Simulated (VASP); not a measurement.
# Ge2Sb (P-3m1) in VASP: notebook

The runs below take Ge2Sb through single point, relaxation of cell and atoms, with PBE.

Program: VASP 6.6.1. These are calculated values, not measurements. Logs are shortened: lines on timing, memory, paths and dates and some standing lists are left out, and cuts for length are marked.

**1. The structure**

The structure is trigonal, space group P-3m1 (No. 164). The conventional cell has a = 4.030 Å, b = 4.030 Å, c = 4.917 Å, α = 90.00°, β = 90.00°, γ = 120.00°. Around Ge (site symmetry 3m) lie 3 Ge at 2.73 Å and 3 Sb at 2.91 Å. Around Sb (site symmetry -3m) lie 6 Ge at 2.91 Å.

The cell was built by a generator and needn't be a form met in nature.

**2. Single point, PBE**

File INCAR:

```
PREC = Accurate
ENCUT = 520
EDIFF = 1E-6
ISMEAR = 0
SIGMA = 0.1
LREAL = F
LASPH = T
NELM = 100
ALGO = Fast
ISIF = 2
LWAVE = F
LCHARG = F
GGA = PE
NBANDS = 24
```

File KPOINTS:

```
regular mesh
0
Gamma
  12 12 10
```

File POSCAR:

```
Ge2Sb
1.0
    4.0302105493      0.0000000000      0.0000000000
   -2.0151052746      3.4902647183      0.0000000000
    0.0000000000      0.0000000000      4.9170270069
Ge Sb
2 1
Direct
    0.3333333333      0.6666666667      0.8549227427
    0.6666666667      0.3333333333      0.1450772573
    0.0000000000      0.0000000000      0.5000000000
```

Potentials or basis: VASP PAW PBE potentials, release 64 (Ge_d, Sb).

On the command line:

```
> cat potpaw_PBE.64/Ge_d/POTCAR potpaw_PBE.64/Sb/POTCAR > POTCAR
> mpirun -np 1 vasp_std > vasp.out
```

OUTCAR:

```text
PREC = Accurate
   ENCUT = 520
   EDIFF = 1E-6
   ISMEAR = 0
   LREAL = F
   LASPH = T
   NELM = 100
   ISIF = 2
   GGA = PE

 ion  position               nearest neighbor table
   1  0.333  0.667  0.855-   2 2.73   2 2.73   2 2.73   3 2.91   3 2.91   3 2.91
   2  0.667  0.333  0.145-   1 2.73   1 2.73   1 2.73   3 2.91   3 2.91   3 2.91
   3  0.000  0.000  0.500-   1 2.91   2 2.91   1 2.91   2 2.91   2 2.91   1 2.91

  LATTYP: Found a hexagonal cell.
 ALAT       =     4.0302105493
 C/A-ratio  =     1.2200422154

  Lattice vectors:

 A1 = (   4.0302105493,   0.0000000000,   0.0000000000)
 A2 = (  -2.0151052746,   3.4902647183,   0.0000000000)
 A3 = (   0.0000000000,   0.0000000000,   4.9170270069)

Analysis of symmetry for initial positions (statically):
=====================================================================
 Subroutine PRICEL returns:
 Original cell was already a primitive cell.

 Routine SETGRP: Setting up the symmetry group for a
 hexagonal supercell.

 Subroutine GETGRP returns: Found 12 space group operations
 (whereof 12 operations were pure point group operations)
 out of a pool of 24 trial point group operations.

The static configuration has the point symmetry D_3d.

Analysis of symmetry for dynamics (positions and initial velocities):
=====================================================================
 Subroutine PRICEL returns:
 Original cell was already a primitive cell.

 Routine SETGRP: Setting up the symmetry group for a
 hexagonal supercell.

 Subroutine GETGRP returns: Found 12 space group operations
 (whereof 12 operations were pure point group operations)
 out of a pool of 24 trial point group operations.

The dynamic configuration has the point symmetry D_3d.

 Subroutine INISYM returns: Found 12 space group operations
 (whereof 12 operations are pure point group operations),
 and found     1 'primitive' translations

----------------------------------------------------------------------------------------

                                     Primitive cell

  volume of cell :      69.1654

  direct lattice vectors                    reciprocal lattice vectors
     4.030210549  0.000000000  0.000000000     0.248125994  0.143255610  0.000000000
    -2.015105275  3.490264718  0.000000000     0.000000000  0.286511219  0.000000000
[... 77 lines left out ...]
 SYSTEM =  unknown system
   PREC   = accura    normal or accurate (medium, high low for compatibility)
   ISTART =      0    job   : 0-new  1-cont  2-samecut
   ICHARG =      2    charge: 1-file 2-atom 10-const
   ISPIN  =      1    spin polarized calculation?
   LNONCOLLINEAR =      F non collinear calculations
   LSORBIT =      F    spin-orbit coupling
   LASPH  =      T    aspherical Exc in radial PAW
   ENCUT  =  520.0 eV  38.22 Ry    6.18 a.u.   7.49  7.49  9.14*2*pi/ulx,y,z
   NELM   =    100;   NELMIN=  2; NELMDL= -5     # of ELM steps
   EDIFF  = 0.1E-05   stopping-criterion for ELM
[... 8 lines left out ...]
   TEBEG  =    0.0;   TEEND  =   0.0 temperature during run
   PSTRESS=    0.0 pullay stress
   NELECT =      33.0000    total number of electrons
   NUPDOWN=      -1.0000    fix difference up-down
   EMIN   =  10.00;   EMAX   =-10.00  energy-range for DOS
   EFERMI =   0.00;   METHOD = LEGACY
   ISMEAR =     0;   SIGMA  =   0.10  broadening in eV -4-tet -1-fermi 0-gaus
   EFERMI_NEDOS =   21; number of points for ismear=-14 and -15
   IALGO  =     68    algorithm
   IMIX   =      4    mixing-type and parameters
     AMIX     =   0.40;   BMIX     =  1.00
     AMIX_MAG =   1.60;   BMIX_MAG =  1.00
  volume/ion in A,a.u.               =      23.06       155.58
  Fermi-wavevector in a.u.,A,eV,Ry     =   1.279234  2.417401 22.265104  1.636439
  Thomas-Fermi vector in A             =   2.411731
   LORBIT       =      0    0 simple, 1 ext, 2 COOP (PROOUT), +10 PAW based schemes
   GGA     = PE    functional components
   LHFCALC =     F    Hartree Fock is set to
   AEXX    =    0.0000 exact exchange contribution
   IVDW    =     0    specifies the selected vdW correction
   LEPSILON=     F    determine dielectric tensor
   LRPA    =     F    only Hartree local field effects (RPA)
 non-spin polarized calculation
 RMM-DIIS sequential band-by-band and
 Gauss-broadening in eV      SIGMA  =   0.10
  energy-cutoff  :      520.00
  volume of cell :       69.17
 maximum number of plane-waves:      1885
 NGX is ok and might be reduce to    30
   NGX = 15   NGY = 15   NGZ = 19

 number of electron      33.0000001 magnetization

 Free energy of the ion-electron system (eV)
  ---------------------------------------------------
  ext. energy  EPLUGINS =         0.00000000
  ---------------------------------------------------
  free energy    TOTEN  =       -12.63131345 eV

  energy without entropy =      -12.62471759  energy(sigma->0) =      -12.62801552

 E-fermi :   6.4783     XC(G=0): -10.4138

 val. band max:        6.4509593089   @ k =  -0.1667   0.5000   0.2000
 cond. band min:       6.4785281296   @ k =   0.0833   0.0833   0.5000
 fundamental gap:      0.0275688206
 Fermi energy:         6.4783472358

 k-point     1 :       0.0000    0.0000    0.0000
  band No.  band energies     occupation
      1     -18.1153      2.00000
      2     -18.1153      2.00000
      3     -18.0604      2.00000
      4     -18.0604      2.00000
      5     -18.0596      2.00000
      6     -18.0047      2.00000
[... 637 lines left out ...]
     23      12.7115      0.00000
     24      13.1041      0.00000

 [... further k-points ...]

------------------------ aborting loop because EDIFF is reached ----------------------------------------

  FORCE on cell =-STRESS in cart. coord.  units (eV):
  Direction    XX          YY          ZZ          XY          YZ          ZX
  --------------------------------------------------------------------------------------
  -------------------------------------------------------------------------------------
  Total       -0.0068000     -0.0068000     -0.0013258     -0.0000000      0.0000000     -0.0000000
  in kB       -0.1575185     -0.1575185     -0.0307125     -0.0000000      0.0000000     -0.0000000
  external PRESSURE =      -0.1152498 kB  Pullay stress =       0.0000000 kB

 VOLUME and BASIS-vectors are now :
 -----------------------------------------------------------------------------
  energy-cutoff  :      520.00
  volume of cell :       69.17
      direct lattice vectors                 reciprocal lattice vectors
     4.030210549  0.000000000  0.000000000     0.248125994  0.143255610  0.000000000
    -2.015105275  3.490264718  0.000000000     0.000000000  0.286511219  0.000000000
     0.000000000  0.000000000  4.917027007     0.000000000  0.000000000  0.203374925

 POSITION                                       TOTAL-FORCE (eV/Angst)
 -----------------------------------------------------------------------------------
     -0.00000      2.32684      4.20368         0.000000     -0.000000     -0.000621
      2.01511      1.16342      0.71335        -0.000000      0.000000      0.000621
      0.00000      0.00000      2.45851         0.000000      0.000000      0.000000
 -----------------------------------------------------------------------------------
    total drift:                                0.000000      0.000000     -0.000000

  FREE ENERGIE OF THE ION-ELECTRON SYSTEM (eV)
  ---------------------------------------------------
  free  energy   TOTEN  =       -12.6313134451 eV

  energy  without entropy=      -12.6247175889  energy(sigma->0) =      -12.62801552
```

stdout:

```text
POSCAR found type information on POSCAR GeSb
 POSCAR found :  2 types and       3 ions
 scaLAPACK will be used
 LDA part: xc-table for (Slater+PW92), standard interpolation
 POSCAR, INCAR and KPOINTS ok, starting setup
 FFT: planning ... GRIDC
 FFT: planning ... GRID_SOFT
 FFT: planning ... GRID
 WAVECAR not read
 entering main loop
WARNING in EDDRMM: call to ZHEGV failed, returncode =   6  3     17
WARNING in EDDRMM: call to ZHEGV failed, returncode =   6  3     22
WARNING in EDDRMM: call to ZHEGV failed, returncode =   6  3     18
WARNING in EDDRMM: call to ZHEGV failed, returncode =   6  3     19
WARNING in EDDRMM: call to ZHEGV failed, returncode =   6  3     19
```

Wall time 3.1 min (1 thread of Intel Xeon Platinum 8488C (Sapphire Rapids), shared host); peak memory 0.36 GiB.

What came out:

| Quantity | Value |
| --- | --- |
| Free energy | -12.6313 eV |
| Pressure | 0.0 GPa |
| Band gap on the k mesh | none (metal or under the smearing width) |

Spin-orbit coupling is left out, which matters for the levels of Sb.

**3. Single point, PBE**

This run uses another cell than the first one, of 22.96 Å³/atom, 0.996 times its volume.

File INCAR:

```
SYSTEM = Ge2Sb
  PREC = Accurate
  ENCUT = 520
  EDIFF = 1E-7
  ISMEAR = 0
  SIGMA = 0.1
  LREAL = .FALSE.
  LASPH = .TRUE.
  NELM = 100
  ALGO = Fast
  ISIF = 2
  LWAVE = .FALSE.
  LCHARG = .FALSE.
  GGA = PE
  NBANDS = 24
```

File KPOINTS:

```
Automatic mesh
0
G
  6 6 4
  0 0 0
```

File POSCAR:

```
Ge2Sb
1.0
    3.9673110995      0.0000000000      0.0000000000
   -1.9836555497      3.4357921969      0.0000000000
    0.0000000000      0.0000000000      5.0538279262
Ge Sb
2 1
Direct
    0.3333333333      0.6666666667      0.8563596180
    0.6666666667      0.3333333333      0.1436403820
    0.0000000000      0.0000000000      0.5000000000
```

Potentials or basis: VASP PAW PBE potentials, release 64 (Ge_d, Sb).

On the command line:

```
> cat potpaw_PBE.64/Ge_d/POTCAR potpaw_PBE.64/Sb/POTCAR > POTCAR
> mpirun -np 1 vasp_std > vasp.out
```

Wall time 33 s (1 thread of Intel Xeon Platinum 8488C (Sapphire Rapids), shared host); peak memory 0.19 GiB.

The run converged. Its results:

```yaml
Free_energy: -12.6725 eV
Pressure: 0.0 GPa
Largest_force: 0.005 eV/Å
Band_gap_on_the_k_mesh: none (metal or under the smearing width)
```

Forces on the atoms (eV/Å):
```
Ge   0.000  0.000  0.005
Ge   0.000  0.000 -0.005
Sb   0.000  0.000  0.000
```

Levels at points of the mesh, in eV from the Fermi level:
```tsv
k point	band 14	band 15	band 16	band 17	band 18	band 19
(0.00, 0.00, 0.00)	0.01	0.01	0.12	0.12	1.15	1.99
(0.50, 0.00, 0.00)	-3.12	-2.77	-2.54	-2.39	2.62	2.63
(0.00, 0.00, 0.50)	-0.80	-0.24	-0.24	1.75	1.75	2.44
(0.50, 0.00, 0.50)	-5.63	-1.27	-1.20	-0.86	-0.29	3.91
```

The run has no spin-orbit coupling, so splittings on Sb are missing.

[end of part 1 of 2]
